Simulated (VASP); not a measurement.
Level of theory: PW91 GGA, VASP's PBE PAW potentials (set 64) (plane waves; VASP 6.6.1).

VASP ran on this input.

INCAR:
```
! general
SYSTEM = KMgF3
PREC   = Accurate
ENCUT  = 520   ! plane-wave cut-off (eV)
LREAL  = .FALSE.
LASPH  = .TRUE.

! electronic loop
EDIFF  = 1E-7
NELM   = 100   ! most electronic steps
ALGO   = Normal   ! blocked Davidson

! smearing
ISMEAR = -5

! functional
GGA    = 91

! ions
ISIF   = 2   ! forces and stress, cell fixed

! output
LWAVE  = .FALSE.
LCHARG = .TRUE.
LORBIT = 11
NEDOS  = 601   ! DOS grid

! other
LEFG   = .TRUE.
```

KPOINTS:
```
Automatic mesh
0
Gamma
6 6 6
0 0 0
```

POSCAR:
```
KMgF3
4.0368940
  1.0000000751   0.0000000000   0.0000000000
  0.0000000000   1.0000000751   0.0000000000
  0.0000000000   0.0000000000   1.0000000751
K Mg F
1 1 3
Cartesian
  0.0000000000   0.0000000000   0.0000000000
  0.5000000376   0.5000000376   0.5000000376
  0.5000000376   0.0000000000   0.5000000376
  0.0000000000   0.5000000376   0.5000000376
  0.5000000376   0.5000000376   0.0000000000
```

POTCAR, in this order: K_sv Mg F (PBE.64 set). Program: vasp_std.

What VASP printed:

OSZICAR:
```
       N       E                     dE             d eps       ncg     rms          rms(c)
DAV:   1     0.240120924711E+03    0.24012E+03   -0.17796E+04   800   0.156E+03
DAV:   2    -0.164683225536E+02   -0.25659E+03   -0.25011E+03  1060   0.381E+02
DAV:   3    -0.266400568476E+02   -0.10172E+02   -0.10144E+02   960   0.762E+01
DAV:   4    -0.270148903163E+02   -0.37483E+00   -0.37434E+00  1400   0.115E+01
DAV:   5    -0.270160857822E+02   -0.11955E-02   -0.11954E-02   944   0.691E-01    0.914E+00
DAV:   6    -0.247238109766E+02    0.22923E+01   -0.99868E+00   876   0.230E+01    0.376E+00
DAV:   7    -0.247108843678E+02    0.12927E-01   -0.24301E-01  1060   0.337E+00    0.237E+00
DAV:   8    -0.247090306083E+02    0.18538E-02   -0.72680E-02   932   0.293E+00    0.288E-01
DAV:   9    -0.247088570738E+02    0.17353E-03   -0.13965E-02  1004   0.856E-01    0.124E-01
DAV:  10    -0.247092057853E+02   -0.34871E-03   -0.12699E-03  1084   0.284E-01    0.670E-02
DAV:  11    -0.247092444386E+02   -0.38653E-04   -0.19162E-04   960   0.108E-01    0.332E-02
DAV:  12    -0.247092185666E+02    0.25872E-04   -0.13182E-04   920   0.785E-02    0.197E-03
DAV:  13    -0.247092189891E+02   -0.42257E-06   -0.22648E-06  1032   0.119E-02    0.811E-04
DAV:  14    -0.247092189324E+02    0.56773E-07   -0.17070E-07   716   0.312E-03
   1 F= -.24709219E+02 E0= -.24709219E+02  d E =0.000000E+00
```

**OUTCAR**
```
------------------------ aborting loop because EDIFF is reached ----------------------------------------
  FORCE on cell =-STRESS in cart. coord.  units (eV):
  Direction    XX          YY          ZZ          XY          YZ          ZX
  --------------------------------------------------------------------------------------
  Total        0.0270108      0.0270108      0.0270108      0.0000000     -0.0000000      0.0000000
  in kB        0.6578190      0.6578190      0.6578190      0.0000000     -0.0000000      0.0000000
  external PRESSURE =       0.6578190 kB  Pullay stress =       0.0000000 kB
  volume of cell :       65.79
      direct lattice vectors                 reciprocal lattice vectors
     4.036894303  0.000000000  0.000000000     0.247715180  0.000000000  0.000000000
     0.000000000  4.036894303  0.000000000     0.000000000  0.247715180  0.000000000
     0.000000000  0.000000000  4.036894303     0.000000000  0.000000000  0.247715180
 POSITION                                       TOTAL-FORCE (eV/Angst)
 -----------------------------------------------------------------------------------
      0.00000      0.00000      0.00000         0.000000      0.000000      0.000000
      2.01845      2.01845      2.01845         0.000000      0.000000      0.000000
      2.01845      0.00000      2.01845         0.000000      0.000000      0.000000
      0.00000      2.01845      2.01845         0.000000      0.000000      0.000000
      2.01845      2.01845      0.00000         0.000000      0.000000      0.000000
 -----------------------------------------------------------------------------------
    total drift:                                0.000000      0.000000     -0.000000
  FREE ENERGIE OF THE ION-ELECTRON SYSTEM (eV)
  ---------------------------------------------------
  free  energy   TOTEN  =       -24.7092189324 eV

  energy  without entropy=      -24.7092189324  energy(sigma->0) =      -24.70921893

 total charge

# of ion       s       p       d       tot
------------------------------------------
    1        1.955   5.583   0.025   7.563
    2        0.119   0.149   0.072   0.340
    3        1.727   4.402   0.000   6.129
    4        1.727   4.402   0.000   6.129
    5        1.727   4.402   0.000   6.129
--------------------------------------------------
tot          7.255  18.937   0.097  26.289

 Electric field gradients after diagonalization (V/A^2)
 (convention: |V_zz| > |V_xx| > |V_yy|)
----------------------------------------------------------------------
 ion       V_xx      V_yy      V_zz     asymmetry (V_yy - V_xx)/ V_zz
----------------------------------------------------------------------
   1       0.000     0.000    -0.000       0.047
   2      -0.000    -0.000    -0.000      -0.085
   3     -24.468   -24.468    48.936       0.000
   4     -24.468   -24.468    48.936       0.000
   5     -24.468   -24.468    48.936       0.000
```
(Selected blocks of OUTCAR.)

### OUTCAR
```
 val. band max:       -1.8856797880   @ k =   0.5000   0.5000   0.5000

 cond. band min:       5.1735705510   @ k =   0.0000   0.0000   0.0000


 Fermi energy:        -1.8473288855

 k-point     1 :       0.0000    0.0000    0.0000
  band No.  band energies     occupation
      1     -27.5356      2.00000
      2     -21.8359      2.00000
      3     -21.2273      2.00000
      4     -21.2273      2.00000
      5     -11.0800      2.00000
      6     -11.0800      2.00000
      7     -11.0800      2.00000
      8      -4.2235      2.00000
      9      -4.2235      2.00000
     10      -4.2235      2.00000
     11      -2.4723      2.00000
     12      -2.4723      2.00000
     13      -2.4723      2.00000
     14      -2.2064      2.00000
     15      -2.2064      2.00000
     16      -2.2064      2.00000
     17       5.1736      0.00000
     18       8.1691      0.00000
     19       8.1691      0.00000
     20      10.2640      0.00000

 k-point     2 :       0.1667    0.0000    0.0000
  band No.  band energies     occupation
      1     -27.5299      2.00000
      2     -21.8060      2.00000
      3     -21.2619      2.00000
      4     -21.2255      2.00000
      5     -11.0786      2.00000
      6     -11.0684      2.00000
      7     -11.0684      2.00000
      8      -4.2010      2.00000
      9      -4.1910      2.00000
     10      -4.1910      2.00000
     11      -2.5300      2.00000
     12      -2.5249      2.00000
     13      -2.5249      2.00000
     14      -2.4498      2.00000
     15      -2.2552      2.00000
     16      -2.2552      2.00000
     17       5.6416      0.00000
     18       8.4011      0.00000
     19       8.4324      0.00000
     20      10.3864      0.00000

 k-point     3 :       0.3333    0.0000    0.0000
  band No.  band energies     occupation
      1     -27.5185      2.00000
      2     -21.7347      2.00000
      3     -21.3438      2.00000
      4     -21.2217      2.00000
      5     -11.0759      2.00000
...
```

The compound is KMgF3 in the cubic perovskite structure. It was relaxed first.
